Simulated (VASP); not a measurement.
An input for Quantum ESPRESSO's pw.x (written as the equivalent of a VASP run, and not itself run):

```
&CONTROL
  calculation = 'scf'
  pseudo_dir = './pseudo'
  outdir = './out'
  tprnfor = .true.
  tstress = .true.
/
&SYSTEM
  ibrav = 0
  nat = 4
  ntyp = 1
  ecutwfc = 84
  occupations = 'smearing'
  smearing = 'gaussian'
  degauss = 0.00735
  input_dft = 'pbe'
/
&ELECTRONS
  conv_thr = 7.3e-08
  electron_maxstep = 100
/
ATOMIC_SPECIES
  Mg 24.305 Mg.upf
CELL_PARAMETERS angstrom
     3.2235290    0.0000000    0.0000000
    -1.6117650    2.7916580    0.0000000
     0.0000000    0.0000000   10.4705470
ATOMIC_POSITIONS crystal
  Mg   0.0000000  0.0000000  0.0000000
  Mg   0.0000000  0.0000000  0.5000000
  Mg   0.3333330  0.6666670  0.2500000
  Mg   0.6666670  0.3333330  0.7500000
K_POINTS automatic
  8 8 3 0 0 0
```

Problem. Translate this input to VASP (INCAR, KPOINTS, POSCAR, choice of POTCAR).

Solution. Several could match; the one computed here: 
### INCAR
```
ALGO  =  Normal
EDIFF  =  1E-6
ENCUT  =  300
GGA  =  PE
ISIF  =  2
ISMEAR  =  0
LASPH  =  .TRUE.
LCHARG  =  .FALSE.
LREAL  =  .FALSE.
LWAVE  =  .FALSE.
NELM  =  100
PREC  =  Accurate
SIGMA  =  0.1
SYSTEM  =  Mg
```

KPOINTS:
```
Automatic mesh
0
Gamma
8 8 3
0 0 0
```

File POSCAR:
```
Mg
20.9410940
  0.1539331708   0.0000000000   0.0000000000
 -0.0769666093   0.1333100362   0.0000000000
  0.0000000000   0.0000000000   0.5000000000
Mg
4
direct
  0.0000000000   0.0000000000   0.0000000000
  0.0000000000   0.0000000000   0.5000000000
  0.3333330000   0.6666670000   0.2500000000
  0.6666670000   0.3333330000   0.7500000000
```

POTCAR, in this order: Mg (PBE.64 set). Program: vasp_std.

The two are equivalent in intent, not identical: the potentials are each code's own (VASP's PAW set, PseudoDojo norm-conserving files in pw.x), so ENCUT and ecutwfc are chosen apart and not converted; conv_thr bounds pw.x's estimated SCF error, while EDIFF bounds the energy change between steps.

The structure comes from a computed database's Mg entry; how it stands against other phases isn't given here. The cell was not relaxed at this level.
